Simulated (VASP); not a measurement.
Output of a VASP run:

**OSZICAR**
```
       N       E                     dE             d eps       ncg     rms          rms(c)
DAV:   1     0.368526250711E+03    0.36853E+03   -0.23841E+04  5928   0.109E+03
DAV:   2    -0.392506624436E+02   -0.40778E+03   -0.39663E+03  7289   0.409E+02
DAV:   3    -0.735166038001E+02   -0.34266E+02   -0.33734E+02  9936   0.863E+01
DAV:   4    -0.757711900244E+02   -0.22546E+01   -0.22397E+01  8560   0.207E+01
DAV:   5    -0.758812690196E+02   -0.11008E+00   -0.10965E+00  9193   0.508E+00    0.179E+01
DAV:   6    -0.733729630682E+02    0.25083E+01   -0.15788E+01  8304   0.195E+01    0.657E+00
DAV:   7    -0.732144011862E+02    0.15856E+00   -0.13713E+00  8122   0.480E+00    0.392E+00
DAV:   8    -0.731629581129E+02    0.51443E-01   -0.16908E-01  7840   0.249E+00    0.651E-01
DAV:   9    -0.731621028394E+02    0.85527E-03   -0.44417E-02  9686   0.137E+00    0.498E-01
DAV:  10    -0.731610156436E+02    0.10872E-02   -0.10706E-02  9136   0.761E-01    0.280E-01
DAV:  11    -0.731607461606E+02    0.26948E-03   -0.23485E-03  7854   0.361E-01    0.495E-02
DAV:  12    -0.731607200512E+02    0.26109E-04   -0.34071E-04  8856   0.961E-02    0.313E-02
DAV:  13    -0.731607165082E+02    0.35430E-05   -0.35190E-05  8755   0.488E-02    0.159E-02
DAV:  14    -0.731607163058E+02    0.20238E-06   -0.10744E-05  7776   0.261E-02    0.452E-03
DAV:  15    -0.731607158098E+02    0.49605E-06   -0.96795E-07  3952   0.914E-03
   1 F= -.73160716E+02 E0= -.73154400E+02  d E =-.189460E-01
```

OUTCAR:
```
------------------------ aborting loop because EDIFF is reached ----------------------------------------
  FORCE on cell =-STRESS in cart. coord.  units (eV):
  Direction    XX          YY          ZZ          XY          YZ          ZX
  --------------------------------------------------------------------------------------
  Total       -2.9653433     -3.5439089     -1.9857679     -0.1374452      0.2878131      0.2106924
  in kB      -36.0581940    -43.0934783    -24.1466833     -1.6713158      3.4997704      2.5619932
  external PRESSURE =     -34.4327852 kB  Pullay stress =       0.0000000 kB
  volume of cell :      131.76
      direct lattice vectors                 reciprocal lattice vectors
     4.806210000  0.000000000  0.000000000     0.208064150  0.120125892  0.000000000
    -2.403105000  4.162300000  0.000000000     0.000000000  0.240251784  0.000000000
     0.000000000  0.000000000  6.586360000     0.000000000  0.000000000  0.151828931
 POSITION                                       TOTAL-FORCE (eV/Angst)
 -----------------------------------------------------------------------------------
      3.60537      2.06699      1.10779        -0.113668      0.254535     -0.158564
      2.44788      0.03086      3.29763        -0.798001     -0.453347     -0.239320
      1.18706      2.06334      5.48619         0.260094      0.317193      0.063941
      2.39387      2.83073      3.29880         0.224283     -0.004563     -0.018386
     -1.26485      3.49935      5.48015         0.158014     -0.081415      0.082193
      1.10128      0.68797      1.11548         0.537875     -0.291938     -0.112986
      0.02204      1.31272      3.27465        -0.057359      0.218903      0.267431
      3.65629      0.66143      5.47754        -0.011680      0.069749      0.242419
      1.26971      3.49582      1.10040        -0.199559     -0.029115     -0.126730
 -----------------------------------------------------------------------------------
    total drift:                                0.000079      0.000356     -0.000075
  FREE ENERGIE OF THE ION-ELECTRON SYSTEM (eV)
  ---------------------------------------------------
  free  energy   TOTEN  =       -73.1607158098 eV

  energy  without entropy=      -73.1417698313  energy(sigma->0) =      -73.15440048
```
(Selected blocks of OUTCAR.)

File POSCAR:
```
NbSi2
1
    4.8062100000     0.0000000000     0.0000000000
   -2.4031050000     4.1623000000     0.0000000000
    0.0000000000     0.0000000000     6.5863600000
Nb Si
3 6
Direct
 -0.0015530000   0.4965990000   0.1681940000
  0.5130220000   0.0074130000   0.5006760000
  0.4948450000   0.4957200000   0.8329620000
  0.8381230000   0.6800890000   0.5008530000
  0.1571920000   0.8407250000   0.8320460000
  0.3117790000   0.1652850000   0.1693620000
  0.1622770000   0.3153830000   0.4971870000
  0.8401970000   0.1589090000   0.8316490000
  0.6841190000   0.8398770000   0.1670720000
```

Problem. Write an INCAR and KPOINTS that could have produced this output.

Solution. Several could match; the one computed here: the input of the run itself, PBEsol GGA, plane waves, VASP's PBE PAW potentials (set 64).

**INCAR**
```
! general
SYSTEM =NbSi2
PREC   =Accurate
ENCUT  =300
LREAL  =.False.
LASPH  =.True.

! electronic loop
EDIFF  =1E-6
NELM   =100
ALGO   =Normal
LMAXMIX=4

! smearing
ISMEAR =1
SIGMA  =0.272

! functional
GGA    =PS

! ions
ISIF   =2

! output
LWAVE  =.False.
LCHARG =.False.
```

### KPOINTS
```
Automatic mesh
0
Gamma
6 6 4
0 0 0
```

POTCAR, in this order: Nb_sv Si (PBE.64 set). Program: vasp_std.

At this cut-off the stress carries a Pulay error, which pulls relaxed volumes low.

The structure comes from a computed database's NbSi2 entry, a phase known from measurement. The cell was not relaxed at this level, atoms are displaced from their ideal sites. The electron count is odd and the run is not spin-polarised, which forces a metal.
